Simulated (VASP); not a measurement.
```xyz
12
Lattice="4.7739 0.0000 0.0000 0.0000 4.8937 0.0000 0.0000 0.0000 7.6597" Properties=species:S:1:pos:R:3 pbc="T T T"
Te     3.4473     2.5840     2.8816
Te     3.7136     2.3098     6.7115
Te     1.0603     4.7566     4.7781
Te     1.3267     0.1371     0.9482
O      2.4867     0.6497     7.2135
O      4.6742     4.2440     3.3836
O      0.0998     1.7971     0.4463
O      2.2872     3.0966     4.2761
O      1.8960     1.2194     2.3830
O      0.4910     3.6743     6.2128
O      4.2830     1.2274     5.2767
O      2.8779     3.6663     1.4469
```

Calculation: r2SCAN meta-GGA, VASP's PBE PAW potentials (set 64) (plane waves; VASP). Settings: 520 eV cut-off, 5×5×4 Γ-centred mesh, tetrahedra with Blöchl corrections, potentials Te O.

Unless said otherwise, spin-orbit coupling is left out, though it shifts the bands of the heavy elements here.

Give the energies of bands 27 to 40 at the high-symmetry points, in eV from the valence-band maximum.

```tsv
band	Γ	X	S	Y	Z	U	R	T
27	-2.35	-2.02	-1.69	-2.01	-2.38	-2.07	-1.80	-2.02
28	-2.14	-2.02	-1.69	-2.01	-2.38	-2.07	-1.80	-2.02
29	-1.65	-1.44	-1.58	-1.49	-1.86	-1.32	-1.47	-1.40
30	-1.47	-1.44	-1.58	-1.49	-1.86	-1.32	-1.47	-1.40
31	-1.43	-1.32	-1.53	-1.35	-1.09	-1.25	-1.47	-1.21
32	-1.40	-1.32	-1.53	-1.35	-1.09	-1.25	-1.47	-1.21
33	-1.04	-0.91	-1.14	-0.80	-0.81	-0.63	-0.76	-0.60
34	-0.98	-0.91	-1.14	-0.80	-0.81	-0.63	-0.76	-0.60
35	-0.91	-0.14	-0.41	-0.16	-0.40	-0.38	-0.76	-0.43
36	-0.24	-0.14	-0.41	-0.16	-0.40	-0.38	-0.76	-0.43
37	3.62	3.88	4.02	3.73	4.29	4.16	4.55	4.12
38	4.78	3.88	4.02	3.73	4.29	4.16	4.55	4.12
39	4.84	4.91	4.95	4.82	5.07	4.22	4.55	4.16
40	4.97	4.91	4.95	4.82	5.07	4.22	4.55	4.16
```

The gap is indirect, 3.45 eV, from the valence maximum at Γ-X at 0.75 to the conduction minimum at (0.20, 0.20, 0.00).

The structure comes from a computed database's TeO2 entry (P2_12_12_1); how it stands against other phases isn't given here. It was relaxed first.
